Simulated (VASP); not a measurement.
```xyz
1
Lattice="-1.4759 1.4759 1.4759 1.4759 -1.4759 1.4759 1.4759 1.4759 -1.4759" Properties=species:S:1:pos:R:3 pbc="T T T"
V      0.0000     0.0000     0.0000
```

These are PBEsol GGA with spin-orbit coupling, VASP's PBE PAW potentials (set 64) (plane waves; VASP) values and carry that method's errors. Settings: 400 eV cut-off, 16×16×16 Γ-centred mesh, Gaussian smearing of 0.050 eV, potentials V_sv.

Problem. The job: V (bcc), 1 atom, PBEsol+SOC, static run, 400 eV, 16×16×16 Γ-centred mesh. Roughly how much core time does it take on a busy server core?

Solution. About 40 core-seconds (one run on a shared machine, a rough figure). It had 145 irreducible k-points, 20 bands, up to 482 plane waves and 11 electronic steps.

The compound is V in the bcc structure. It was relaxed first, which changed the volume by -8 %.
